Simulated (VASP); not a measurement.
Energy against volume of BaTiO₃ (cubic perovskite). Computed with TPSS meta-GGA, VASP's PBE PAW potentials (set 64) (plane waves; VASP). Run with 520 eV cut-off, 6×6×6 Γ-centred mesh, Gaussian smearing of 0.050 eV, potentials Ba_sv Ti_sv O.

```json
[
 {"V (Å³/atom)": "12.561", "E (eV/atom)": "-12.34679"},
 {"V (Å³/atom)": "12.950", "E (eV/atom)": "-12.35438"},
 {"V (Å³/atom)": "13.338", "E (eV/atom)": "-12.34929"},
 {"V (Å³/atom)": "13.727", "E (eV/atom)": "-12.33352"}
]
```

**Question.** Fit these four points and predict the energy of the run at 12.173 Å³/atom.

**Answer.** A cubic in V^(−2/3), the third-order Birch-Murnaghan form, passes through the four points with V0 = 12.98 Å³/atom and B0 = 172 GPa, and gives -12.3241 eV/atom there. The run gave -12.3242 eV/atom, -0.1 meV/atom from the fit; all five points give B0 = 172 GPa.

The compound is BaTiO3 in the cubic perovskite structure, the ideal cubic form; the compound distorts at low or room temperature. It was relaxed first.
